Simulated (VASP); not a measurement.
# BrCI2H in VASP: a series of runs

Aim: see how the results for BrCI2H move with the level of theory and the settings. Levels: PBE, PBE+TS. Tasks: single point, relaxation of the atoms, atomic charges, electron localisation function.

Program: VASP 6.6.1. These are calculated values, not measurements. Logs are shortened: lines on timing, memory, paths and dates and some standing lists are left out, and cuts for length are marked.

### Step 1. Starting point

The cell holds a molecule in a box, 5 atoms: a = 12.000 Å, b = 12.000 Å, c = 13.000 Å, α = 90.00°, β = 90.00°, γ = 90.00°.

### Step 2. Single point, PBE (atoms moved at random, drawn with an rms of 0.05 Å)

INCAR reads:

```
SYSTEM = HCI2Br
PREC     = Accurate       ! precision mode
ENCUT    = 520            ! plane-wave cutoff, eV
EDIFF    = 1E-7           ! SCF threshold, eV
ISMEAR   = 0              ! smearing method
SIGMA    = 0.01           ! smearing width, eV
LREAL    = .False.        ! projectors in reciprocal space
LASPH    = .True.         ! aspherical terms in the spheres
NELM     = 100            ! most SCF steps
ALGO     = Fast           ! electronic algorithm
ISIF     = 2              ! what is computed and relaxed
LWAVE    = .False.        ! write WAVECAR
LCHARG   = .False.        ! write CHGCAR
GGA      = PE             ! functional
```

KPOINTS reads:

```
Automatic mesh
0
Gamma
  1 1 1
  0 0 0
```

POSCAR reads:

```
HCI2Br
1.0
   12.0000000000      0.0000000000      0.0000000000
    0.0000000000     12.0000000000      0.0000000000
    0.0000000000      0.0000000000     13.0000000000
Br C I H
1 1 2 1
Direct
    0.4409560000      0.5519390000      0.6292310000
    0.5053920000      0.5263540000      0.4933100000
    0.6223290000      0.3980020000      0.4914270000
    0.3842160000      0.5163590000      0.3757160000
    0.5462700000      0.6073670000      0.4742810000
```

Potentials or basis: VASP PAW PBE potentials, release 64 (Br, C, I, H).

On the command line:

```sh
$ cat potpaw_PBE.64/Br/POTCAR potpaw_PBE.64/C/POTCAR potpaw_PBE.64/I/POTCAR potpaw_PBE.64/H/POTCAR > POTCAR
$ mpirun -np 1 vasp_gam > vasp.out
```

OUTCAR:

```text
SYSTEM = HCI2Br
   PREC = Accurate
   ENCUT = 520
   EDIFF = 1E-7
   ISMEAR = 0
   LREAL = .False.
   LASPH = .True.
   NELM = 100
   ISIF = 2
   GGA = PE

 ion  position               nearest neighbor table
   1  0.441  0.552  0.629-   2 1.95
   2  0.505  0.526  0.493-   5 1.12   1 1.95   3 2.08   4 2.11
   3  0.622  0.398  0.491-   2 2.08   4 3.53
   4  0.384  0.516  0.376-   2 2.11   3 3.53
   5  0.546  0.607  0.474-   2 1.12

  LATTYP: Found a simple tetragonal cell.
 ALAT       =    12.0000000000
 C/A-ratio  =     1.0833333333

  Lattice vectors:

 A1 = (  12.0000000000,   0.0000000000,   0.0000000000)
 A2 = (   0.0000000000,  12.0000000000,   0.0000000000)
 A3 = (   0.0000000000,   0.0000000000,  13.0000000000)

Analysis of symmetry for initial positions (statically):
=====================================================================
 Subroutine PRICEL returns:
 Original cell was already a primitive cell.

 Routine SETGRP: Setting up the symmetry group for a
 simple tetragonal supercell.

 Subroutine GETGRP returns: Found  1 space group operations
 (whereof  1 operations were pure point group operations)
 out of a pool of 16 trial point group operations.

The static configuration has the point symmetry C_1 .

Analysis of symmetry for dynamics (positions and initial velocities):
=====================================================================
 Subroutine PRICEL returns:
 Original cell was already a primitive cell.

 Routine SETGRP: Setting up the symmetry group for a
 simple tetragonal supercell.

 Subroutine GETGRP returns: Found  1 space group operations
 (whereof  1 operations were pure point group operations)
 out of a pool of 16 trial point group operations.

The dynamic configuration has the point symmetry C_1 .

 Subroutine INISYM returns: Found  1 space group operations
 (whereof  1 operations are pure point group operations),
 and found     1 'primitive' translations

----------------------------------------------------------------------------------------

                                     Primitive cell

  volume of cell :    1872.0000

  direct lattice vectors                    reciprocal lattice vectors
    12.000000000  0.000000000  0.000000000     0.083333333  0.000000000  0.000000000
     0.000000000 12.000000000  0.000000000     0.000000000  0.083333333  0.000000000
     0.000000000  0.000000000 13.000000000     0.000000000  0.000000000  0.076923077

  length of vectors
    12.000000000 12.000000000 13.000000000     0.083333333  0.083333333  0.076923077

  position of ions in fractional coordinates (direct lattice)
     0.440956000  0.551939000  0.629231000
     0.505392000  0.526354000  0.493310000
     0.622329000  0.398002000  0.491427000
     0.384216000  0.516359000  0.375716000
     0.546270000  0.607367000  0.474281000

  ion indices of the primitive-cell ions
   primitive index   ion index
                 1           1
                 2           2
                 3           3
                 4           4
                 5           5

----------------------------------------------------------------------------------------

 KPOINTS: Automatic mesh

Automatic generation of k-mesh.
 Grid dimensions read from file:
 generate k-points for:    1    1    1

 Generating k-lattice:

  Cartesian coordinates                     Fractional coordinates (reciprocal lattice)
     0.083333333  0.000000000  0.000000000     1.000000000  0.000000000  0.000000000
     0.000000000  0.083333333  0.000000000     0.000000000  1.000000000  0.000000000
     0.000000000  0.000000000  0.076923077     0.000000000  0.000000000  1.000000000

  Length of vectors
     0.083333333  0.083333333  0.076923077

  Shift w.r.t. Gamma in fractional coordinates (k-lattice)
     0.000000000  0.000000000  0.000000000

 Subroutine IBZKPT returns following result:
 ===========================================

 Found      1 irreducible k-points:

 Following reciprocal coordinates:
            Coordinates               Weight
  0.000000  0.000000  0.000000      1.000000
   k-points           NKPTS =      1   k-points in BZ     NKDIM =      1   number of bands    NBANDS=     17
   number of dos      NEDOS =    301   number of ions     NIONS =      5
   total plane-waves  NPLWV = 793800
   dimension x,y,z NGX =    90 NGY =   90 NGZ =   98
   dimension x,y,z NGXF=   180 NGYF=  180 NGZF=  196
   ions per type =               1   1   2   1
   NGX,Y,Z   is equivalent  to a cutoff of  12.47, 12.47, 12.53 a.u.
   NGXF,Y,Z  is equivalent  to a cutoff of  24.94, 24.94, 25.06 a.u.
 SYSTEM =  HCI2Br
   PREC   = accura    normal or accurate (medium, high low for compatibility)
   ISTART =      0    job   : 0-new  1-cont  2-samecut
   ICHARG =      2    charge: 1-file 2-atom 10-const
   ISPIN  =      1    spin polarized calculation?
   LNONCOLLINEAR =      F non collinear calculations
   LSORBIT =      F    spin-orbit coupling
   LASPH  =      T    aspherical Exc in radial PAW
   ENCUT  =  520.0 eV  38.22 Ry    6.18 a.u.  22.31 22.31 24.17*2*pi/ulx,y,z
   NELM   =    100;   NELMIN=  2; NELMDL= -5     # of ELM steps
   EDIFF  = 0.1E-06   stopping-criterion for ELM
   LREAL  =      F    real-space projection
   EDIFFG = 0.1E-05   stopping-criterion for IOM
   NSW    =      0    number of steps for IOM
   IBRION =     -1    ionic relax: 0-MD 1-quasi-New 2-CG
   NFREE  =      0    steps in history (QN), initial steepest desc. (CG)
   ISIF   =      2    stress and relaxation
   ISYM   =      2    0-nonsym 1-usesym 2-fastsym
   POTIM  = 0.5000    time-step for ionic-motion
   TEBEG  =    0.0;   TEEND  =   0.0 temperature during run
   PSTRESS=    0.0 pullay stress
   NELECT =      26.0000    total number of electrons
   NUPDOWN=      -1.0000    fix difference up-down
   EMIN   =  10.00;   EMAX   =-10.00  energy-range for DOS
   EFERMI =   0.00;   METHOD = LEGACY
   ISMEAR =     0;   SIGMA  =   0.01  broadening in eV -4-tet -1-fermi 0-gaus
   EFERMI_NEDOS =   21; number of points for ismear=-14 and -15
   IALGO  =     68    algorithm
   IMIX   =      4    mixing-type and parameters
     AMIX     =   0.40;   BMIX     =  1.00
     AMIX_MAG =   1.60;   BMIX_MAG =  1.00
  volume/ion in A,a.u.               =     374.40      2526.58
  Fermi-wavevector in a.u.,A,eV,Ry     =   0.393517  0.743640  2.106944  0.154856
  Thomas-Fermi vector in A             =   1.337630
   LORBIT       =      0    0 simple, 1 ext, 2 COOP (PROOUT), +10 PAW based schemes
   GGA     = PE    functional components
   LHFCALC =     F    Hartree Fock is set to
   AEXX    =    0.0000 exact exchange contribution
   IVDW    =     0    specifies the selected vdW correction
   LEPSILON=     F    determine dielectric tensor
   LRPA    =     F    only Hartree local field effects (RPA)
 non-spin polarized calculation
 RMM-DIIS sequential band-by-band and
 Gauss-broadening in eV      SIGMA  =   0.01
  energy-cutoff  :      520.00
  volume of cell :     1872.00
 maximum number of plane-waves:     25235
 NGX is ok and might be reduce to    90
   NGX = 45   NGY = 45   NGZ = 49

 number of electron      26.0000004 magnetization

 Free energy of the ion-electron system (eV)
  ---------------------------------------------------
  ext. energy  EPLUGINS =         0.00000000
  ---------------------------------------------------
  free energy    TOTEN  =       -16.01122696 eV

  energy without entropy =      -16.01122696  energy(sigma->0) =      -16.01122696

 E-fermi :  -5.7186     XC(G=0):  -1.0924

 val. band max:       -5.7772930845   @ k =   0.0000   0.0000   0.0000
 cond. band min:      -2.7802855144   @ k =   0.0000   0.0000   0.0000
 fundamental gap:      2.9970075701
 Fermi energy:        -5.7185677673

 k-point     1 :       0.0000    0.0000    0.0000
  band No.  band energies     occupation
      1     -20.9380      2.00000
      2     -18.5657      2.00000
      3     -17.2614      2.00000
      4     -14.7964      2.00000
      5     -10.8596      2.00000
      6     -10.0363      2.00000
      7      -9.7472      2.00000
      8      -6.9730      2.00000
      9      -6.9172      2.00000
     10      -6.4274      2.00000
     11      -6.2210      2.00000
     12      -6.1452      2.00000
     13      -5.7773      2.00000
     14      -2.7803      0.00000
     15      -1.2214      0.00000
     16      -1.0963      0.00000
     17      -0.3504      0.00000

------------------------ aborting loop because EDIFF is reached ----------------------------------------

  FORCE on cell =-STRESS in cart. coord.  units (eV):
  Direction    XX          YY          ZZ          XY          YZ          ZX
  --------------------------------------------------------------------------------------
  -------------------------------------------------------------------------------------
  Total        1.7357422      0.0745098      0.8441930     -0.8957150      0.3779192      0.7488775
  in kB        1.4855592      0.0637702      0.7225144     -0.7666102      0.3234474      0.6409373
  external PRESSURE =       0.7572813 kB  Pullay stress =       0.0000000 kB

 VOLUME and BASIS-vectors are now :
 -----------------------------------------------------------------------------
  energy-cutoff  :      520.00
  volume of cell :     1872.00
      direct lattice vectors                 reciprocal lattice vectors
    12.000000000  0.000000000  0.000000000     0.083333333  0.000000000  0.000000000
     0.000000000 12.000000000  0.000000000     0.000000000  0.083333333  0.000000000
     0.000000000  0.000000000 13.000000000     0.000000000  0.000000000  0.076923077

 POSITION                                       TOTAL-FORCE (eV/Angst)
 -----------------------------------------------------------------------------------
      5.29147      6.62327      8.18000        -0.093640     -0.074282      0.123054
      6.06470      6.31625      6.41303         0.142277      1.679705      0.039392
      7.46795      4.77602      6.38855         0.588661     -0.586128      0.007287
      4.61059      6.19631      4.88431        -0.602724     -0.189835     -0.472568
      6.55524      7.28840      6.16565        -0.034574     -0.829461      0.302836
 -----------------------------------------------------------------------------------
    total drift:                                0.000347      0.000479      0.000207

  FREE ENERGIE OF THE ION-ELECTRON SYSTEM (eV)
  ---------------------------------------------------
  free  energy   TOTEN  =       -16.0112269622 eV

  energy  without entropy=      -16.0112269622  energy(sigma->0) =      -16.01122696
```

It took 2.9 min on 1 thread of Intel Xeon Platinum 8488C (Sapphire Rapids), shared host; peak memory 1.4 GiB.

Results:

```
Free energy                     : -16.0112 eV
Largest force                   : 1.686 eV/Å
Gap between the frontier levels : 3.00 eV
```

Forces on the atoms (eV/Å):
```
Br  -0.094 -0.074  0.123
C    0.142  1.680  0.039
I    0.589 -0.586  0.007
I   -0.603 -0.190 -0.473
H   -0.035 -0.829  0.303
```

Caveat: spin-orbit coupling is left out, which moves the levels of the heavy elements.

(Continued in part 2 of 2.)
